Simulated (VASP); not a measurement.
Computed with PBEsol GGA, VASP's PBE PAW potentials (set 64) (plane waves; VASP).

The input files of a VASP run:

INCAR:
```
# general
SYSTEM  = Cd4Te3Se
PREC    = Accurate
ENCUT   = 400
LREAL   = .FALSE.
LASPH   = .TRUE.

# electronic loop
EDIFF   = 1E-7
NELM    = 100
ALGO    = Normal
LMAXMIX = 4

# smearing
ISMEAR  = -5

# functional
GGA     = PS

# ions
ISIF    = 2

# output
LWAVE   = .FALSE.
LCHARG  = .TRUE.
LORBIT  = 11
NEDOS   = 601

# other
LEFG    = .TRUE.
```

### KPOINTS
```
kpoints
0
Gamma
6 3 4
```

POSCAR:
```
Cd4Te3Se
4.5209270
  0.9999999410   0.0000000000   0.0000000000
  0.0000000000   2.0012332580   0.0000000000
  0.0000000000   0.0000000000   1.4048082139
Cd Te Se
4 3 1
Cart
  0.0000000000   0.0000000000   1.3730156472
  0.4999999705   1.5255300284   0.7147790988
  0.4999999705   0.4757032297   0.7147790988
  0.0000000000   1.0006166290   0.0087890215
  0.0000000000   1.5145061603   0.3508267855
  0.9999999410   0.4867270977   0.3508267855
  0.4999999705   1.0006166290   1.0498068957
  0.4999999705   0.0000000000   1.0564376191
```

POTCAR, in this order: Cd Te Se (PBE.64 set). Program: vasp_std.

What VASP printed:

**OSZICAR**
```
       N       E                     dE             d eps       ncg     rms          rms(c)
DAV:   1     0.416381023003E+03    0.41638E+03   -0.28557E+04  2064   0.119E+03
DAV:   2     0.302487837521E+00   -0.41608E+03   -0.40907E+03  2313   0.317E+02
DAV:   3    -0.234054364012E+02   -0.23708E+02   -0.23618E+02  2381   0.762E+01
DAV:   4    -0.237364481195E+02   -0.33101E+00   -0.33076E+00  2559   0.792E+00
DAV:   5    -0.237398431857E+02   -0.33951E-02   -0.33947E-02  2380   0.840E-01    0.116E+01
DAV:   6    -0.226411042226E+02    0.10987E+01   -0.27646E+00  2385   0.129E+01    0.925E+00
DAV:   7    -0.225838839909E+02    0.57220E-01   -0.10115E+00  2184   0.401E+00    0.342E+00
DAV:   8    -0.225730989621E+02    0.10785E-01   -0.11114E-01  2294   0.271E+00    0.859E-01
DAV:   9    -0.225733039343E+02   -0.20497E-03   -0.14598E-02  2198   0.946E-01    0.326E-01
DAV:  10    -0.225732137521E+02    0.90182E-04   -0.10098E-03  2332   0.227E-01    0.153E-01
DAV:  11    -0.225732633883E+02   -0.49636E-04   -0.70623E-04  2172   0.172E-01    0.343E-02
DAV:  12    -0.225732562993E+02    0.70889E-05   -0.12559E-04  2190   0.748E-02    0.163E-02
DAV:  13    -0.225732630443E+02   -0.67450E-05   -0.15976E-05  2254   0.306E-02    0.103E-02
DAV:  14    -0.225732650100E+02   -0.19657E-05   -0.36009E-06  2240   0.112E-02    0.224E-03
DAV:  15    -0.225732650693E+02   -0.59306E-07   -0.72245E-07  2346   0.540E-03
   1 F= -.22573265E+02 E0= -.22573265E+02  d E =0.000000E+00
```

File OUTCAR:
```
------------------------ aborting loop because EDIFF is reached ----------------------------------------
  FORCE on cell =-STRESS in cart. coord.  units (eV):
  Direction    XX          YY          ZZ          XY          YZ          ZX
  --------------------------------------------------------------------------------------
  Total       -0.0399509      0.0157407      0.0435178      0.0000000      0.0000000      0.0000000
  in kB       -0.2463994      0.0970818      0.2683984      0.0000000      0.0000000      0.0000000
  external PRESSURE =       0.0396936 kB  Pullay stress =       0.0000000 kB
  volume of cell :      259.77
      direct lattice vectors                 reciprocal lattice vectors
     4.520926733  0.000000000  0.000000000     0.221193587  0.000000000  0.000000000
     0.000000000  9.047429470  0.000000000     0.000000000  0.110528632  0.000000000
     0.000000000  0.000000000  6.351035384     0.000000000  0.000000000  0.157454642
 POSITION                                       TOTAL-FORCE (eV/Angst)
 -----------------------------------------------------------------------------------
      0.00000      0.00000      6.20730        -0.000000      0.000000     -0.021850
      2.26046      6.89681      3.23146        -0.000000     -0.006593     -0.005057
      2.26046      2.15062      3.23146        -0.000000      0.006593     -0.005057
      0.00000      4.52371      0.03973        -0.000000      0.000000      0.009630
      0.00000      6.84697      1.58606         0.000000      0.008606      0.002008
      0.00000      2.20046      1.58606        -0.000000     -0.008606      0.002008
      2.26046      4.52371      4.74610        -0.000000      0.000000      0.009550
      2.26046      0.00000      4.77608        -0.000000      0.000000      0.008769
 -----------------------------------------------------------------------------------
    total drift:                                0.000000      0.000000      0.001585
  FREE ENERGIE OF THE ION-ELECTRON SYSTEM (eV)
  ---------------------------------------------------
  free  energy   TOTEN  =       -22.5732650693 eV

  energy  without entropy=      -22.5732650693  energy(sigma->0) =      -22.57326507

 total charge

# of ion       s       p       d       tot
------------------------------------------
    1        0.459   0.306   9.536  10.300
    2        0.468   0.319   9.529  10.316
    3        0.468   0.319   9.529  10.316
    4        0.476   0.329   9.523  10.328
    5        1.352   2.054   0.022   3.428
    6        1.352   2.054   0.022   3.428
    7        1.352   2.049   0.022   3.422
    8        1.448   2.357   0.021   3.826
--------------------------------------------------
tot          7.374   9.785  38.204  55.363

 Electric field gradients after diagonalization (V/A^2)
 (convention: |V_zz| > |V_xx| > |V_yy|)
----------------------------------------------------------------------
 ion       V_xx      V_yy      V_zz     asymmetry (V_yy - V_xx)/ V_zz
----------------------------------------------------------------------
   1      -3.055    -1.373     4.429       0.380
   2      -7.747    -1.185     8.932       0.735
   3      -7.747    -1.185     8.932       0.735
   4       2.658     0.933    -3.591       0.480
   5     -17.182   -12.582    29.764       0.155
   6     -17.182   -12.582    29.764       0.155
   7     -18.586   -16.833    35.419       0.050
   8     -28.614    -1.647    30.261       0.891
```
(Selected blocks of OUTCAR.)

The structure comes from a computed database's Cd4Te3Se entry (Pmm2); how it stands against other phases isn't given here. It was relaxed first.
